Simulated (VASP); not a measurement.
A convergence study with VASP on KMgF₃ (cubic perovskite): one setting is varied, all else stays as given below, so the limit is that of these other settings. ε∞ is the independent-particle value.

```
KMgF3
1.0
    3.99000     0.00000     0.00000
    0.00000     3.99000     0.00000
    0.00000     0.00000     3.99000
K Mg F
1 1 3
Direct
  0.00000   0.00000   0.00000
  0.50000   0.50000   0.50000
  0.50000   0.00000   0.50000
  0.00000   0.50000   0.50000
  0.50000   0.50000   0.00000
```

These are PBE GGA, VASP's PBE PAW potentials (set 64) (plane waves; VASP) values and carry that method's errors. The tightest run used: 700 eV cut-off, 4×4×4 Γ-centred mesh, Gaussian smearing of 0.050 eV, potentials K_sv Mg F.

Question: The settings run are NBANDS = 17; NBANDS = 18; NBANDS = 20; NBANDS = 24; NBANDS = 32; NBANDS = 48; NBANDS = 80; NBANDS = 144. From which on does the mean ε∞ stay within 0.3  of the tightest run?

Answer: From NBANDS = 32 on: it is off by 0.15 there and by no more than 0.3 in any finer run, while NBANDS = 24 is off by 0.40.
```tsv
setting	mean ε∞	bands	difference judged ()
NBANDS = 17	1.21	17	0.92
NBANDS = 18	1.34	18	0.80
NBANDS = 20	1.51	20	0.62
NBANDS = 24	1.74	24	0.40
NBANDS = 32	1.99	32	0.15
NBANDS = 48	2.08	48	0.06
NBANDS = 80	2.12	80	0.02
NBANDS = 144	2.14	144	0.00
```

Left out are rungs that failed or repeat a setting and relaxations that didn't move; long series are thinned to 24 rows.

The compound is KMgF3 in the cubic perovskite structure. The cell was not relaxed at this level.
